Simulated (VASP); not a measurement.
These are LDA (Ceperley-Alder, Perdew-Zunger), VASP's LDA PAW potentials (set 64) (plane waves; VASP) values and carry that method's errors.

VASP input:

KPOINTS:
```
Automatic mesh
0
Gamma
1 1 1
0 0 0
```

POSCAR:
```
C atom
1
   12.0000000000     0.0000000000     0.0000000000
    0.0000000000    12.5000000000     0.0000000000
    0.0000000000     0.0000000000    13.0000000000
C
1
Direct
  0.0000000000   0.0000000000   0.0000000000
```

**INCAR**
```
# general
SYSTEM   =  C atom
PREC     =  Normal
ENCUT    =  520
LREAL    =  .FALSE.
LASPH    =  .TRUE.
ISYM     =  0

# electronic loop
EDIFF    =  1E-6
NELM     =  100
ALGO     =  Normal

# smearing
ISMEAR   =  0
SIGMA    =  0.01

# spin
ISPIN    =  2
MAGMOM   =  2
NUPDOWN  =  2

# output
LWAVE    =  .TRUE.
LCHARG   =  .FALSE.
LORBIT   =  10
```

POTCAR, in this order: C (LDA.64 set). Program: vasp_gam.

Q: What will the output report for the number of irreducible k-points (NKPTS), largest plane-wave count, FFT grid (NGX, NGY, NGZ)?

A: 
The number of irreducible k-points (NKPTS) is 1 and the largest plane-wave count is 26244. The FFT grid (NGX, NGY, NGZ) comes out as 70 × 70 × 80.

The cell is a free atom in a box.
